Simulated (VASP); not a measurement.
Given:

```
Cu
1.0
    0.00000     1.81803     1.81803
    1.81803     0.00000     1.81803
    1.81803     1.81803     0.00000
Cu
1
Direct
  0.00000   0.00000   0.00000
```

Level of theory: PW91 GGA, VASP's PBE PAW potentials (set 64) (plane waves; VASP 6.6.1). Run with 520 eV cut-off, 15×15×15 Γ-centred mesh, first-order Methfessel-Paxton smearing of 0.10 eV, potentials Cu.

Q: What does the run give for the energy per atom (σ→0), band gap (on the k-mesh) with the smallest direct gap where there is one?

A: 
```yaml
band gap (on the k-mesh): none (metal, semimetal or under 0.01 eV)
energy per atom (σ→0): -3.728 eV/atom
```

The compound is Cu in the fcc structure. It was relaxed first. The start is the result of an earlier pass.
